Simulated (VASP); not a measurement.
# Si2Sb2Te (R-3m) in VASP: notebook

One crystal, Si2Sb2Te, is run at these levels: PBE, r2SCAN; tasks: relaxation of cell and atoms, single point.

Program: VASP 6.6.1. These are calculated values, not measurements. Logs are shortened: lines on timing, memory, paths and dates and some standing lists are left out, and cuts for length are marked.

### Step 1. The crystal as given

Symmetry: R-3m, No. 166, trigonal system. The conventional cell has a = 4.092 Å, b = 4.092 Å, c = 25.059 Å, α = 90.00°, β = 90.00°, γ = 120.00°. Si (site symmetry 3m) is surrounded by 3 Sb at 2.77 Å and 3 Te at 2.90 Å. Sb (site symmetry 3m) is surrounded by 3 Si at 2.77 Å and 3 Sb at 3.15 Å. Te (site symmetry -3m) has 6 Si at 2.90 Å as nearest neighbours.

The cell was built by a generator and needn't be a form met in nature.

### Step 2. Relaxation of cell and atoms, PBE

INCAR

```
  PREC = Accurate
  ENCUT = 520
  EDIFF = 1E-6
  ISMEAR = 0
  SIGMA = 0.1
  LREAL = F
  LASPH = T
  NELM = 120
  ALGO = Normal
  ISIF = 3
  LWAVE = F
  LCHARG = F
  GGA = PE
  IBRION = 2
  NSW = 90
  EDIFFG = -0.01
  KPAR = 4
```

KPOINTS

```
Automatic mesh
0
Gamma
  8 8 8
```

POSCAR

```
Si2Sb2Te
1.0
    2.0458320100      1.1811616600      8.3530000000
   -2.0458320100      1.1811616600      8.3530000000
    0.0000000000     -2.3623233200      8.3530000000
Si Sb Te
2 2 1
Direct
    0.5992258300      0.5992258300      0.5992258300
    0.4007741700      0.4007741700      0.4007741700
    0.2083083900      0.2083083900      0.2083083900
    0.7916916100      0.7916916100      0.7916916100
    0.0000000000      0.0000000000      0.0000000000
```

Potentials or basis: VASP PAW PBE potentials, release 64 (Si, Sb, Te).

Run with:

```bash
$ cat potpaw_PBE.64/Si/POTCAR potpaw_PBE.64/Sb/POTCAR potpaw_PBE.64/Te/POTCAR > POTCAR
$ mpirun -np 4 vasp_std > vasp.out
```

OUTCAR:

```text
PREC = Accurate
   ENCUT = 520
   EDIFF = 1E-6
   ISMEAR = 0
   LREAL = F
   LASPH = T
   NELM = 120
   ISIF = 3
   GGA = PE
   IBRION = 2
   NSW = 90
   EDIFFG = -0.01

 ion  position               nearest neighbor table
   1  0.599  0.599  0.599-   3 2.77   3 2.77   3 2.77   5 2.90   5 2.90   5 2.90
   2  0.401  0.401  0.401-   4 2.77   4 2.77   4 2.77   5 2.90   5 2.90   5 2.90
   3  0.208  0.208  0.208-   1 2.77   1 2.77   1 2.77   4 3.15   4 3.15   4 3.15
   4  0.792  0.792  0.792-   2 2.77   2 2.77   2 2.77   3 3.15   3 3.15   3 3.15
   5  0.000  0.000  0.000-   1 2.90   2 2.90   1 2.90   1 2.90   2 2.90   2 2.90

  LATTYP: Found a trigonal (rhomboedric) cell.
 ALAT       =     8.6806209732
 COS(alpha) =     0.8889116935

  Lattice vectors:

 A1 = (   2.0458320100,   1.1811616600,   8.3530000000)
 A2 = (  -2.0458320100,   1.1811616600,   8.3530000000)
 A3 = (   0.0000000000,  -2.3623233200,   8.3530000000)

Analysis of symmetry for initial positions (statically):
=====================================================================
 Subroutine PRICEL returns:
 Original cell was already a primitive cell.

 Routine SETGRP: Setting up the symmetry group for a
 trigonal (rhombohedral) supercell.

 Subroutine GETGRP returns: Found 12 space group operations
 (whereof 12 operations were pure point group operations)
 out of a pool of 12 trial point group operations.

The static configuration has the point symmetry D_3d.

Analysis of symmetry for dynamics (positions and initial velocities):
=====================================================================
 Subroutine PRICEL returns:
 Original cell was already a primitive cell.

 Routine SETGRP: Setting up the symmetry group for a
 trigonal (rhombohedral) supercell.

 Subroutine GETGRP returns: Found 12 space group operations
 (whereof 12 operations were pure point group operations)
 out of a pool of 12 trial point group operations.

The dynamic configuration has the point symmetry D_3d.

 Subroutine INISYM returns: Found 12 space group operations
 (whereof 12 operations are pure point group operations),
 and found     1 'primitive' translations

----------------------------------------------------------------------------------------

                                     Primitive cell

  volume of cell :     121.1081

  direct lattice vectors                    reciprocal lattice vectors
[... 118 lines left out ...]
   GGA     = PE    functional components
   LHFCALC =     F    Hartree Fock is set to
   AEXX    =    0.0000 exact exchange contribution
   IVDW    =     0    specifies the selected vdW correction
   LEPSILON=     F    determine dielectric tensor
   LRPA    =     F    only Hartree local field effects (RPA)
 conjugate gradient relaxation of ions
 non-spin polarized calculation
 Gauss-broadening in eV      SIGMA  =   0.10
  energy-cutoff  :      520.00
  volume of cell :      121.11
 maximum number of plane-waves:      3290
 NGX is ok and might be reduce to    70
   NGX = 33   NGY = 33   NGZ = 33

--------------------------------------- Ionic step        1  -------------------------------------------

 number of electron      24.0000000 magnetization

 Free energy of the ion-electron system (eV)
  ---------------------------------------------------
  ext. energy  EPLUGINS =         0.00000000
  ---------------------------------------------------
  free energy    TOTEN  =       -21.13337665 eV

  energy without entropy =      -21.12126252  energy(sigma->0) =      -21.12731959

------------------------ aborting loop because EDIFF is reached ----------------------------------------

  FORCE on cell =-STRESS in cart. coord.  units (eV):
  Direction    XX          YY          ZZ          XY          YZ          ZX
  --------------------------------------------------------------------------------------
  -------------------------------------------------------------------------------------
  Total        0.0159805      0.0159805      0.5838322      0.0000000      0.0000000      0.0000000
  in kB        0.2114105      0.2114105      7.7237038      0.0000000      0.0000000      0.0000000
  external PRESSURE =       2.7155083 kB  Pullay stress =       0.0000000 kB
[... 98 lines left out ...]
  FREE ENERGIE OF THE ION-ELECTRON SYSTEM (eV)
  ---------------------------------------------------
  free  energy   TOTEN  =       -21.1523420735 eV

  energy  without entropy=      -21.1360173792  energy(sigma->0) =      -21.14417973

[... ionic steps 4 to 11 ...]

--------------------------------------- Ionic step       12  -------------------------------------------

 number of electron      24.0000000 magnetization

------------------------ aborting loop because EDIFF is reached ----------------------------------------
[... 73 lines left out ...]
--------------------------------------- Ionic step       14  -------------------------------------------

 number of electron      23.9999999 magnetization

 Free energy of the ion-electron system (eV)
  ---------------------------------------------------
  ext. energy  EPLUGINS =         0.00000000
  ---------------------------------------------------
  free energy    TOTEN  =       -21.15999192 eV

  energy without entropy =      -21.14376750  energy(sigma->0) =      -21.15187971

 E-fermi :   7.4990     XC(G=0):  -9.9148

 val. band max:        7.4950717053   @ k =   0.5000   0.1250   0.1250
 cond. band min:       7.5006510803   @ k =   0.2500   0.2500  -0.0000
 fundamental gap:      0.0055793750
 Fermi energy:         7.4990213421

 k-point     1 :       0.0000    0.0000    0.0000
  band No.  band energies     occupation
      1      -5.7153      2.00000
      2      -3.7153      2.00000
      3      -3.4804      2.00000
      4       2.1887      2.00000
      5       2.1972      2.00000
      6       5.9178      2.00000
[... 433 lines left out ...]
      3      -2.3728      2.00000
      4       0.6849      2.00000
      5       2.3824      2.00000
      6       3.5238      2.00000
[... 8 lines left out ...]
     15       9.8954      0.00000
     16       9.9438      0.00000

 [... further k-points ...]

------------------------ aborting loop because EDIFF is reached ----------------------------------------

  FORCE on cell =-STRESS in cart. coord.  units (eV):
  Direction    XX          YY          ZZ          XY          YZ          ZX
  --------------------------------------------------------------------------------------
  -------------------------------------------------------------------------------------
  Total       -0.0090753     -0.0090753      0.0327682      0.0000000     -0.0000000      0.0000000
  in kB       -0.1185963     -0.1185963      0.4282142      0.0000000     -0.0000000      0.0000000
  external PRESSURE =       0.0636739 kB  Pullay stress =       0.0000000 kB
[... 20 lines left out ...]
  FREE ENERGIE OF THE ION-ELECTRON SYSTEM (eV)
  ---------------------------------------------------
  free  energy   TOTEN  =       -21.1599919152 eV

  energy  without entropy=      -21.1437674998  energy(sigma->0) =      -21.15187971

 reached required accuracy - stopping structural energy minimisation
```

CONTCAR:

```text
Si2Sb2Te
   1.00000000000000
     2.0274574249283739    1.1705530884081223    8.6101061414270248
    -2.0274574249283739    1.1705530884081223    8.6101061414270248
    -0.0000000000000000   -2.3411061768162447    8.6101061414270248
  Si              Sb              Te
     2     2     1
Direct
     0.5979026248766581    0.5979026248766581    0.5979026248766581
     0.4020973751233422    0.4020973751233422    0.4020973751233422
     0.2111481333298959    0.2111481333298959    0.2111481333298959
     0.7888518666701041    0.7888518666701041    0.7888518666701041
     0.0000000000000000    0.0000000000000000    0.0000000000000000

  0.00000000E+00  0.00000000E+00  0.00000000E+00
  0.00000000E+00  0.00000000E+00  0.00000000E+00
  0.00000000E+00  0.00000000E+00  0.00000000E+00
  0.00000000E+00  0.00000000E+00  0.00000000E+00
  0.00000000E+00  0.00000000E+00  0.00000000E+00
```

Wall time 15 min (4 MPI ranks of Intel Xeon 6975P-C (Granite Rapids), shared host); peak memory 0.85 GiB.

Results:

* Free energy: -21.1600 eV
* Relaxed volume: 24.52 Å³/atom
* Relaxed cell: a = 8.923 Å, b = 8.923 Å, c = 8.923 Å, α = 26.27°, β = 26.27°, γ = 26.27°
* Space group after relaxing (to 0.05 Å): R-3m (No. 166)
* Energy gained by relaxing: 5.3 meV/atom
* Ionic steps: 14
* Pressure after relaxing: 0.0 GPa
* Largest force after relaxing: 0.003 eV/Å
* Band gap on the k mesh: none (metal or under the smearing width)

Forces in eV/Å, atoms in the order of the input:
```
Si   0.000  0.000 -0.001
Si   0.000  0.000  0.001
Sb   0.000  0.000 -0.003
Sb   0.000  0.000  0.003
Te   0.000  0.000  0.000
```

The path:
| step | energy change (eV) | largest force (eV/Å) | pressure (GPa) | volume (Å³) |
| --- | --- | --- | --- | --- |
| 1 | 0.0000 | 0.2181 | 0.27 | 121.11 |
| 2 | -0.0098 | 0.1744 | -0.06 | 121.83 |
| 3 | -0.0190 | 0.0938 | -0.81 | 123.76 |
| 4 | -0.0242 | 0.0475 | -0.17 | 122.74 |
| 5 | -0.0245 | 0.0665 | -0.01 | 122.47 |
| 6 | -0.0245 | 0.0687 | 0.00 | 122.45 |
| 7 | -0.0250 | 0.0562 | 0.02 | 122.41 |
| 8 | -0.0260 | 0.0261 | 0.07 | 122.31 |
| 9 | -0.0256 | 0.0536 | 0.17 | 122.10 |
| 10 | -0.0262 | 0.0287 | 0.10 | 122.23 |
| 11 | -0.0263 | 0.0304 | -0.09 | 122.65 |
| 12 | -0.0263 | 0.0300 | -0.05 | 122.56 |
| 13 | -0.0265 | 0.0152 | -0.03 | 122.58 |
| 14 | -0.0266 | 0.0034 | 0.01 | 122.60 |

Final structure:
```yaml
crystal:
  lattice:
    - [2.02746, 1.17055, 8.61011]
    - [-2.02746, 1.17055, 8.61011]
    - [0.00000, -2.34111, 8.61011]
  atoms:
    - { symbol: Si, position: [0.59790, 0.59790, 0.59790] }
    - { symbol: Si, position: [0.40210, 0.40210, 0.40210] }
    - { symbol: Sb, position: [0.21115, 0.21115, 0.21115] }
    - { symbol: Sb, position: [0.78885, 0.78885, 0.78885] }
    - { symbol: Te, position: [0.00000, 0.00000, 0.00000] }
```

Levels at points of the mesh, in eV from the Fermi level:
```csv
k point,band 8,band 9,band 10,band 11,band 12,band 13,band 14,band 15,band 16
"(0.00, 0.00, 0.00)",-0.92,-0.92,-0.27,-0.27,0.16,0.16,1.37,1.37,1.63
"(0.50, 0.00, 0.00)",-2.83,-2.68,-2.52,-1.97,-1.56,-0.07,1.54,2.10,2.24
"(0.50, 0.50, 0.00)",-3.64,-3.57,-1.77,-1.29,-1.10,-0.34,1.40,1.72,2.92
"(0.50, 0.50, 0.50)",-1.53,-0.71,-0.71,-0.68,-0.68,0.65,1.35,2.39,2.39
```

Spin-orbit coupling is left out, which matters for the levels of Sb, Te.

### Step 3. Relaxation of cell and atoms, PBE

This run uses another cell than the first one, of 24.52 Å³/atom, 1.012 times its volume.

INCAR

```
  PREC = Accurate
  ENCUT = 520
  EDIFF = 1E-7
  ISMEAR = 0
  SIGMA = 0.1
  LREAL = F
  LASPH = T
  NELM = 120
  ALGO = Normal
  ISIF = 3
  LWAVE = F
  LCHARG = F
  GGA = PE
  IBRION = 2
  NSW = 60
  EDIFFG = -0.005
  POTIM = 0.3
  KPAR = 4
```

KPOINTS is that of step 2.

POSCAR

```
Si2Sb2Te                                
1.0
    2.0274574249      1.1705530884      8.6101061414
   -2.0274574249      1.1705530884      8.6101061414
   -0.0000000000     -2.3411061768      8.6101061414
  Si              Sb              Te            
     2     2     1
Direct
     0.5979026248766581    0.5979026248766581    0.5979026248766581
     0.4020973751233422    0.4020973751233422    0.4020973751233422
     0.2111481333298959    0.2111481333298959    0.2111481333298959
     0.7888518666701041    0.7888518666701041    0.7888518666701041
     0.0000000000000000    0.0000000000000000    0.0000000000000000
```

Potentials or basis: VASP PAW PBE potentials, release 64 (Si, Sb, Te).

Run with:

```bash
$ cat potpaw_PBE.64/Si/POTCAR potpaw_PBE.64/Sb/POTCAR potpaw_PBE.64/Te/POTCAR > POTCAR
$ mpirun -np 4 vasp_std > vasp.out
```

It took 3.1 min on 4 MPI ranks of Intel Xeon 6975P-C (Granite Rapids), shared host; peak memory 0.81 GiB.

Results (log left out):

```
Free energy               : -21.1601 eV
Energy gained by relaxing : 0.0 meV/atom
Ionic steps               : 2
Pressure after relaxing   : 0.0 GPa
Band gap on the k mesh    : none (metal or under the smearing width)
```

Forces in eV/Å, atoms in the order of the input:
```
Si   0.000  0.000 -0.001
Si   0.000  0.000  0.001
Sb   0.000  0.000 -0.002
Sb   0.000  0.000  0.002
Te   0.000  0.000  0.000
```

Final structure:
```
Si Sb Te
1.0
     2.02732    1.17047    8.61163
    -2.02732    1.17047    8.61163
     0.00000   -2.34095    8.61163
Si Sb Te
2 2 1
Direct
  0.59790 0.59790 0.59790
  0.40210 0.40210 0.40210
  0.21114 0.21114 0.21114
  0.78886 0.78886 0.78886
  0.00000 0.00000 0.00000
```

Levels at points of the mesh, in eV from the Fermi level:
| k point | band 8 | band 9 | band 10 | band 11 | band 12 | band 13 | band 14 | band 15 | band 16 |
| --- | --- | --- | --- | --- | --- | --- | --- | --- | --- |
| (0.00, 0.00, 0.00) | -0.92 | -0.92 | -0.27 | -0.27 | 0.16 | 0.16 | 1.37 | 1.37 | 1.63 |
| (0.50, 0.00, 0.00) | -2.83 | -2.68 | -2.52 | -1.97 | -1.56 | -0.07 | 1.54 | 2.10 | 2.24 |
| (0.50, 0.50, 0.00) | -3.64 | -3.57 | -1.77 | -1.29 | -1.10 | -0.34 | 1.40 | 1.72 | 2.92 |
| (0.50, 0.50, 0.50) | -1.53 | -0.71 | -0.71 | -0.68 | -0.68 | 0.65 | 1.35 | 2.39 | 2.39 |

### Step 4. Single point, r2SCAN

This run uses another cell than the first one, of 24.52 Å³/atom, 1.012 times its volume.

INCAR

```
  PREC = Accurate
  ENCUT = 520
  EDIFF = 1E-6
  ISMEAR = 0
  SIGMA = 0.1
  LREAL = F
  LASPH = T
  NELM = 150
  ALGO = Normal
  ISIF = 2
  LWAVE = F
  LCHARG = F
  METAGGA = R2SCAN
  LMIXTAU = T
  NBANDS = 20
  KPAR = 4
```

KPOINTS is that of step 3.

POSCAR

```
Si2Sb2Te                                
1.0
    2.0273193669      1.1704733806      8.6116278676
   -2.0273193669      1.1704733806      8.6116278676
    0.0000000000     -2.3409467611      8.6116278676
  Si              Sb              Te            
     2     2     1
Direct
     0.5979016216424096    0.5979016216424096    0.5979016216424096
     0.4020983783575905    0.4020983783575905    0.4020983783575905
     0.2111443654831278    0.2111443654831278    0.2111443654831278
     0.7888556345168722    0.7888556345168722    0.7888556345168722
     0.0000000000000000    0.0000000000000000    0.0000000000000000
```

Run with:

```bash
$ cat potpaw_PBE.64/Si/POTCAR potpaw_PBE.64/Sb/POTCAR potpaw_PBE.64/Te/POTCAR > POTCAR
$ mpirun -np 4 vasp_std > vasp.out
```

Run time: 9.5 min. Hardware: 4 MPI ranks of Intel Xeon 6975P-C (Granite Rapids), shared host; peak memory 0.91 GiB.

Results (log left out):

* Free energy: -93.0446 eV
* Pressure: -1.0 GPa
* Largest force: 0.179 eV/Å
* Band gap on the k mesh: none (metal or under the smearing width)

Forces on the atoms (eV/Å):
```
Si   0.000  0.000 -0.179
Si   0.000  0.000  0.179
Sb   0.000  0.000  0.141
Sb   0.000  0.000 -0.141
Te   0.000  0.000  0.000
```

Stress tensor (GPa, compression positive):
```
-1.13  0.00  0.00
 0.00 -1.13  0.00
 0.00  0.00 -0.72
```

Levels at points of the mesh, in eV from the Fermi level:
```csv
k point,band 10,band 11,band 12,band 13,band 14,band 15
"(0.00, 0.00, 0.00)",-0.32,-0.32,0.35,0.35,1.43,1.43
"(0.50, 0.00, 0.00)",-2.63,-2.04,-1.61,-0.12,1.74,2.35
"(0.50, 0.50, 0.00)",-1.91,-1.40,-1.12,-0.29,1.59,2.00
"(0.50, 0.50, 0.50)",-0.80,-0.76,-0.76,0.93,1.64,2.52
```

Caveat: the PAW data sets were made with another functional, which shifts forces and pressure a little. Spin-orbit coupling is left out, which matters for the levels of Sb, Te.
